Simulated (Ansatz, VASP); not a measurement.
KPt2S2: VASP beside Ansatz

```
K Pt S
1.0
    -2.76620    2.77990    0.00000
     2.76620    0.00000    6.67479
     2.76620    2.77990    0.00000
K Pt S
1 2 2
Cartesian
  0.0000 2.7799 0.0000
  1.3831 1.3900 3.3374
  1.3831 4.1699 3.3374
  2.7662 2.7799 1.9063
  0.0000 2.7799 4.7685
```

The cell was built by a generator and needn't be a form met in nature.

Alike in both runs: task single point; functional r2SCAN; dispersion D3(BJ); k mesh 5 × 5 × 5; occupations fermi-dirac, width 0.001 eV; no spin polarisation.

|  | VASP | Ansatz |
| --- | --- | --- |
| version | VASP 6.6.1 | Ansatz 0.2.0 |
| potentials or method | VASP PAW PBE potentials, release 64 (K_sv, Pt, S) | PAW plane waves |
| plane-wave cutoff (eV) | 520 | 500 |
| valence electrons in the cell | 41 | 57 |

|  | VASP | Ansatz | Ansatz less VASP |
| --- | --- | --- | --- |
| gap on the k mesh at the Fermi level (eV) | none | none | - |
| pressure (GPa) | 3.5 | 3.5 | +0.01 |
| largest component of the traceless stress (GPa) | 3.43 | 3.40 | -0.026 |
| rms of the force components (eV/Å) | 0.297 | 0.302 | +0.0050 |
| dispersion energy (meV/atom) | -194.2 | -194.3 | -0.11 |

Atom by atom the forces differ by 0.005 eV/Å (rms over components). A gap of «none» marks a metal or a gap that the smearing closes. With one functional, cell and mesh, what is left measures potentials, basis and numerics. The two sets of potentials don't hold the same shells in valence. Ansatz warned: «dispersion_damping_borrowed».

Caveats: the PAW data sets were made with another functional, which shifts forces and pressure a little (VASP); pairwise dispersion overbinds metals, which lowers pressure and volume. Spin-orbit coupling is left out, which matters for the levels of Pt.
